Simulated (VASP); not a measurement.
## Mg: elastic constants with LDA

Mg:

```
Mg
1.0
     3.20930    0.00000    0.00000
    -1.60465    2.77934    0.00000
     0.00000    0.00000    5.21030
Mg
2
Direct
  0.33333 0.66667 0.25000
  0.66667 0.33333 0.75000
```

* Program: VASP 6.6.1
* Task: elastic constants
* Functional: LDA
* Potentials or basis: VASP PAW LDA potentials, release 64 (Mg)
* Cutoff: 600 eV
* k mesh: 15 × 15 × 8
* Occupations: gaussian, width 0.1 eV
* Spin: no spin polarisation
* Ions in elastic constants: relaxed
* Further INCAR settings: ALGO = Fast; EDIFF = 1e-08; IBRION = 6; POTIM = 0.015; NSW = 1; ISIF = 3

```yaml
Relaxed_volume: 21.43 Å³/atom
Relaxed_cell: a = 3.138 Å, b = 3.138 Å, c = 5.025 Å, α = 90.00°, β = 90.00°, γ = 120.00°
Space_group_after_relaxing_to_0.05_Å: P6_3/mmc (No. 194)
Voigt_bulk_modulus: 41 GPa
Highest_phonon_frequency_at_Γ: 266 cm⁻¹
```

The path:
| step | energy change (eV) | largest force (eV/Å) | pressure (GPa) | volume (Å³) |
| --- | --- | --- | --- | --- |
| 1 | 0.0000 | 0.0000 | -2.81 | 46.47 |
| 2 | -0.0322 | 0.0000 | -0.85 | 43.79 |
| 3 | -0.0349 | 0.0000 | -0.02 | 42.87 |
| 4 | -0.0349 | 0.0000 | 0.04 | 42.80 |
| 5 | -0.0351 | 0.0000 | 0.04 | 42.81 |
| 6 | -0.0351 | 0.0000 | 0.03 | 42.82 |
| 7 | -0.0351 | 0.0000 | 0.03 | 42.82 |
| 8 | -0.0351 | 0.0000 | 0.00 | 42.85 |

Final structure:
```yaml
crystal:
  lattice:
    - [3.13817, 0.00000, 0.00000]
    - [-1.56908, 2.71773, 0.00000]
    - [0.00000, 0.00000, 5.02469]
  atoms:
    - { symbol: Mg, position: [0.33333, 0.66667, 0.25000] }
    - { symbol: Mg, position: [0.66667, 0.33333, 0.75000] }
```

Phonon frequencies in cm⁻¹ (negative: imaginary):
```
              q point        frequencies
(0.000, 0.000, 0.000)  0 0 0 135 135 266
```

Elastic tensor in Voigt notation (GPa, in the Cartesian axes of the cell as first typed):
```
64 36 22  0  0  0
36 64 22  0  0  0
22 22 79  0  0  0
 0  0  0 15  0  0
 0  0  0  0 15  0
 0  0  0  0  0 14
```

Clamped-ion elastic tensor (GPa):
```
67 33 22  0  0  0
33 67 22  0  0  0
22 22 79  0  0  0
 0  0  0 15  0  0
 0  0  0  0 15  0
 0  0  0  0  0 17
```

Run time: 7.1 min on 1 thread of Intel(R) Xeon(R) 6975P-C (Granite Rapids), on a shared host, peak memory 0.46 GiB.
